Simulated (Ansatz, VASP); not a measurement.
# TaN: VASP beside Ansatz, part 2 of 2

Wanted: the spread between two codes on one cell, functional and k mesh. The cell is taken from a series of runs on this material, whose earlier steps may have relaxed, scaled, displaced or heated it; both programs get it as it stands.

VASP 6.6.1 and Ansatz 0.2.0.

So far: Starting point; VASP: zone-centre phonons, PBEsol.

## 3. Ansatz: zone-centre phonons, PBEsol

Level of this step: Ansatz beside VASP: Kohn-Sham DFT, plane waves, PBEsol (Ansatz).

Ansatz runs on its PAW soft_1 files.

The same cell, functional, mesh and smearing now go to Ansatz, which takes its cutoff from its data sets.

input.yaml reads:

```yaml
crystal:
  lattice:
    - [3.0115463105, 0.0, 0.0]
    - [-1.5057731552, 2.6080756095, 0.0]
    - [0.0, 0.0, 2.8415804433]
  atoms:
    - { symbol: "N", position: [0.6666666667, 0.3333333333, 0.0] }
    - { symbol: Ta, position: [0.0, 0.0, 0.5] }
kpoints:
  mp_grid: { grid: [18, 18, 16] }
hamiltonian:
  xc: pbesol
  pseudopotentials: { kind: paw, azcp: { folder: soft_1 }, xc_functional: pbe }
scf:
  occupations: { method: methfessel_paxton, width: 0.2 }
output:
  eigenvalues: true
phonons:
  method: dfpt
```

On the command line:

```console
$ ansatz run input.yaml --threads 4 --pin off --max-ram 10240MiB --backend cpu --events-out ev --progress --plain --runs-dir out
```

Numbers of over 12 decimals in the logs are rounded to 6 here.

What it wrote:

```text
zone centre: on kpoints.mp_grid the ground state, and the responses unless they are solved on pairs of k-points, stand on 819 of the mesh's 5184 k-points, reduced under 4 symmetry operations, with k and −k counted as one. Each operation leaves every solved displacement unchanged or reverses it
Engine: ansatz 0.2.0, x86_64-unknown-linux-gnu
Pseudopotentials: kind: paw
Pseudopotential: N, paw, valence charge 5, recommended cutoff 420 eV (normal), soft_1/N.paw.azcp
Pseudopotential: Ta, paw, valence charge 13, recommended cutoff 420 eV (normal), soft_1/Ta.paw.azcp
Functional definition: PBEsol
  exchange = pbesol_x
  correlation = pbesol_c
Crystal: 2 atoms, lattice volume = 22.319 Å³
Basis set: ecut = 420 eV, 405 PW (Γ), exchange–correlation on 48×48×40 points (8 copies of the dense FFT grid, shifted against one another)
Bands: 13, of which v1, the nominal top of the filled ones, is band 9 counted from 1 (8 counted from 0)
Symmetry: 12 space group operations
k-points: 819 of 5184 (irreducible under 4 space group operations, time reversal used)
Non-local potential: N, projectors of the file, l = 0: 2, l = 1: 2, l = 2: 1
Non-local potential: Ta, projectors of the file, l = 0: 3, l = 1: 2, l = 2: 2, l = 3: 1
PAW form: soft (Blöchl's): semilocal exchange-correlation on the pseudo side does not see the compensation charge
PAW frozen core: N, regenerated for the run's functional, and the local potential with it (the file was generated under x = pbe(κ = 0.804, μ = 0.219515), c = pbe(β = 0.066725))
PAW frozen core: Ta, regenerated for the run's functional, and the local potential with it (the file was generated under x = pbe(κ = 0.804, μ = 0.219515), c = pbe(β = 0.066725))
PAW one-centre angular grid: N, 110 points (default); XC on 64 Gauss nodes
PAW one-centre angular grid: Ta, 590 points (default); XC on 64 Gauss nodes
Initial density: superposition of atomic densities (chi_scale 0.1, normalization cell, long waves kept (reshape's long-wave potential 0.00 eV rms))
Initial wavefunctions: pseudopotential atomic-orbital guess
Functional: x = pbesol(κ = 0.804, μ = 0.123457), c = pbesol(β = 0.046)
SCF iter   1: F=—  HF=-10188.471183 eV  |F-HF|=—  |Δ(HF+E_count)|=         —  Δρ=4.65e-2  dr2=2.37e-1  ethr=3.10e-3  ⟨swp⟩=5.0  Hψ=53053  notcnv=0
preconditioner: auto → none  [metal: Δε(μ)=0.046 eV  Ē_g=10.862 eV  σ=0.200 eV  W_gap=0.19  n_scr=8 (ndim 8)  ℏωp=24.9 eV  f_vac=0.000  D(μ)=0.06/eV (n_scr^D=0)  sad-step TF]
SCF iter   2: F=—  HF=-10188.473091 eV  |F-HF|=—  |Δ(HF+E_count)|=   1.91e-3  S|Δr|=    0.00e0  Δρ=2.88e-2  dr2=1.05e-1  ethr=1.32e-3  ⟨swp⟩=1.0  Hψ=17199  notcnv=0
SCF iter   3: F=—  HF=-10188.467173 eV  |F-HF|=—  |Δ(HF+E_count)|=   5.92e-3  S|Δr|=    0.00e0  Δρ=1.87e-3  dr2=3.73e-4  ethr=5.81e-4  ⟨swp⟩=2.0  Hψ=13540  notcnv=0
SCF iter   4: F=—  HF=-10188.467185 eV  |F-HF|=—  |Δ(HF+E_count)|=   1.19e-5  S|Δr|=    0.00e0  Δρ=4.55e-4  dr2=3.19e-5  ethr=2.07e-6  ⟨swp⟩=2.4  Hψ=16653  notcnv=0
SCF iter   5: F=—  HF=-10188.467185 eV  |F-HF|=—  |Δ(HF+E_count)|=   9.19e-8  S|Δr|=    0.00e0  Δρ=6.82e-5  dr2=8.10e-7  ethr=1.77e-7  ⟨swp⟩=2.3  Hψ=15340  notcnv=0
SCF iter   6: F=—  HF=-10188.467185 eV  |F-HF|=—  |Δ(HF+E_count)|=   2.69e-7  S|Δr|=    0.00e0  Δρ=1.06e-5  dr2=8.03e-9  ethr=4.50e-9  ⟨swp⟩=2.4  Hψ=16957  notcnv=0
SCF iter   7: F=—  HF=-10188.467185 eV  |F-HF|=—  |Δ(HF+E_count)|=   3.14e-9  S|Δr|=    0.00e0  Δρ=1.30e-6  dr2=1.41e-10  ethr=4.46e-11  ⟨swp⟩=2.1  Hψ=14815  notcnv=0
SCF iter   8: F=-10188.467185 eV  HF=-10188.467185 eV  |F-HF|=1.82e-12  |Δ(HF+E_count)|=  2.00e-11  S|Δr|=    0.00e0  Δρ=1.64e-7  dr2=3.87e-12  ethr=1.00e-12  ⟨swp⟩=6.2  Hψ=46858  notcnv=0
the search or the solves at the SCF's close seem to have found levels that the self-consistency loop had missed (the run counts 2). By its estimate they hold under 1e-12 electrons; where the run keeps them, the occupations were computed again with them
SCF 1 converged in 8 iterations: F = -10188.467185 eV  dr2 = 3.87e-12
  greatest PAW one-centre occupation: 0.999 electrons in one spin orbital (limit 2), on the Ta atom at site 1 (counted from 0), in its partial waves of l = 0
DFPT response loops at Γ: preconditioner auto → Kerker (q_TF=auto, 2.632 Å⁻¹) (partly filled bands, converged f_vac=0.000); β = 1.00, the filter's whole step (`scf.mixing.beta` (0.50) is not read by the response loops under this deck's `scf.mixing.preconditioner`; to damp them name `kerker` or `kerker_dos`, under which they read `scf.mixing.beta`, and type it under 1.00, their step now; both keys bind the ground state too); Broyden in place of MSR1
SCF converged after 8 iterations
Stability not checked: this state was not tested for a lower state beside it, because cold or Methfessel-Paxton smearing, or corrected tetrahedra, fill the levels in a way that the test cannot read (fill_not_monotonic; see scf.lower_state_search)
Free energy (F): -10188.467185 eV
Harris-Foulkes:  -10188.467185 eV  (|F-HF|=1.82e-12)
Internal energy: -10188.467755 eV  (E = F + TS)
E sigma→0 (E₀):  -10188.467327 eV
Entropy (-TS):   0.000570 eV (0.285 meV/atom)
Fermi energy:    19.191066 eV
--- Per-component energies (eV) ---
  E_band       = -69.491733
  E_kinetic    = 520.311368
  E_local      = -618.380347  (includes V_loc(G=0)·N_el)
  E_nonlocal   = 26.159837
  E_hartree    = 218.110377
  E_xc         = -378.005193
  E_vxc        = -308.889968  (∫ρ·V_xc dr)
  E_paw        = -8304.267274  (= ΣΔE_a)
  E_vpaw       = -124.914339  (= ΣTr[D̂ρ^β])
  E_aug_tail   = 0.000973  (compensation charges beyond the density's cutoff)
  E_ewald      = -1652.639307
  E_core_change = 0.241812  (= ΣΔE_core)
  E_smearing   = 0.000570  (= −TS)
  E_closure    = 0.000000  (closes the sum)
  Σ components = -10188.467185   (vs F -10188.467185, Δ=0.00e0)
--- Band table (eV; the first three rows and the last of 819) ---
  k-point 0: bands = [... 5 lower, 14.4976, 14.4976, 15.2263, 16.5798, 20.8476, 22.8488, 22.8488, 23.1031]
  k-point 1: bands = [... 5 lower, 14.5309, 14.5309, 14.9473, 16.7900, 21.0119, 22.1462, 22.1462, 23.6505]
  k-point 2: bands = [... 5 lower, 14.2775, 14.6261, 14.6261, 17.3269, 21.3054, 21.3054, 21.4402, 24.0192]
  k-point 818: bands = [... 5 lower, 11.7643, 12.4115, 15.1043, 18.2883, 22.8200, 24.2338, 24.9000, 26.0162]
--- Phonons (Γ-DFPT): 4 representative perturbations + reference, on 819 of 5184 k-points (Σ response iterations 12) ---
  k mesh reduced under 4 symmetry operations, with k and −k counted as one. Each operation leaves every solved displacement unchanged or reverses it
  ASR residual: 1.024e-4 → 0.000e0 eV/Å²; symmetrization residual: 1.780e-6 eV/Å²
  ASR residual per site (eV/Å²): 4.71e-5 1.02e-4
  Γ frequencies (cm⁻¹): 0.00 0.00 0.00 494.38 494.38 515.06
  non-analytic LO–TO correction: not included (Born effective charges unavailable; polar crystals: no LO–TO splitting at Γ)
```

The column dr2 measures how far the density is from self-consistency, as an energy; F and HF (Harris–Foulkes) agree once it is small.

## 4. Side by side

Known differences besides the potentials themselves: the data sets hold 18 valence electrons in Ansatz (on its PAW soft_1 files) and 16 in VASP; the cutoff is 420 eV in Ansatz and 600 eV in VASP; Ansatz makes its cores anew for this functional, VASP keeps those of its PBE data sets. Total energies have different zeros and are not compared.

The two programs side by side:

| quantity | Ansatz | VASP | difference |
| --- | --- | --- | --- |
| optical mode 1 to 2 (cm⁻¹) | 494.4 | 497.5 | -0.64 % |
| optical mode 3 (cm⁻¹) | 515.1 | 517.6 | -0.49 % |

Modes are paired by rising frequency, not by their patterns, so a pair may set unlike modes beside each other; they are those without the splitting of longitudinal modes.

## 5. Outcome

```json
{
  "r.m.s. difference of the optical zone-centre modes, each program's sorted by frequency (zone-centre phonons, PBEsol)": "3.0 cm⁻¹",
  "difference in optical mode 1 to 2 (zone-centre phonons, PBEsol)": "-0.6 %"
}
```

What this shows: The r.m.s. difference of the optical zone-centre modes, each program's sorted by frequency is 3.0 cm⁻¹ (zone-centre phonons, PBEsol). The data sets hold unlike numbers of valence electrons (18 in Ansatz and 16 in VASP), so part of the differences may come from the potentials. Among the rows given in per cent, the largest difference of the zone-centre phonons, PBEsol pair is in optical mode 1 to 2, -0.6 %. Such differences can come from data sets, numerical settings and the points named under the comparisons, not from the functional's error against experiment.

[Lines on the potential files, build, host, timing and source positions are cut from VASP's logs without a mark.]

[Logs are printed without paths, hosts, clocks, repeated set-up lines and the standing remarks that a program may print on its own settings, such as how far it seeks lower states.]

[Hosts, paths, dates, database ids (printed as entryN), source tags and the programs' standing remarks are cut or masked in the printed files.]
